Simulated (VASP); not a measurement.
Given:

```
CELL_PARAMETERS angstrom
      0.00000     2.82336     2.82336
      2.82336     0.00000     2.82336
      2.82336     2.82336     0.00000
ATOMIC_POSITIONS crystal
  Ca 0.00000 0.00000 0.00000
  F  0.25000 0.25000 0.25000
  F  0.75000 0.75000 0.75000
```

Method: revPBE GGA, VASP's PBE PAW potentials (set 64) (plane waves; VASP). Run with 520 eV cut-off, 7×7×7 Γ-centred mesh, Gaussian smearing of 0.050 eV, potentials Ca_sv F.

Task: Give the stress tensor in GPa (positive for a compressed cell).

Result: 
```
-1.94   0.00   0.00
 0.00  -1.94   0.00
 0.00   0.00  -1.94
```
The pressure is its mean diagonal, -1.94 GPa.

The compound is CaF2 in the fluorite structure. This cell is one point of a volume scan, at 1.03 of the reference volume.
